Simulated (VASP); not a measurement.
Y (hcp) is relaxed at rising pressure, each step from the one before. Symmetry mostly holds the structure type, and other phases were not tried. The mesh follows the cell, and a change of mesh leaves a small step in the series.

Data:

```
CELL_PARAMETERS angstrom
      1.79766    -3.11365     0.00000
      1.79766     3.11365     0.00000
      0.00000     0.00000     5.59279
ATOMIC_POSITIONS crystal
  Y  0.33333 0.66667 0.25000
  Y  0.66667 0.33333 0.75000
```

Method: PBEsol GGA, VASP's PBE PAW potentials (set 64) (plane waves; VASP 6.6.1). Settings: 500 eV cut-off, 12×12×7 Γ-centred mesh, first-order Methfessel-Paxton smearing of 0.10 eV, potentials Y_sv.

```tsv
P (GPa)	V (Å³/atom)	H − H(0) (eV/atom)	space group	gap on the mesh (eV)	k-mesh
0	31.30	0.000	P6_3/mmc	0.00	12×12×7
5	?	?	P6_3/mmc	0.00	12×12×7
10	25.92	1.766	P6_3/mmc	0.00	12×12×7
20	22.93	3.281	P6_3/mmc	0.00	13×13×7
30	20.87	4.646	P6_3/mmc	0.00	14×14×7
45	?	?	P6_3/mmc	0.00	14×14×8
```

Problem. What belongs in the gaps?

Solution. 
- 5, V (Å³/atom): 28.18
- 5, H − H(0) (eV/atom): 0.924
- 45, V (Å³/atom): 18.67
- 45, H − H(0) (eV/atom): 6.495

Pressures at which the relaxation failed are left out.

The compound is Y in the hcp structure.
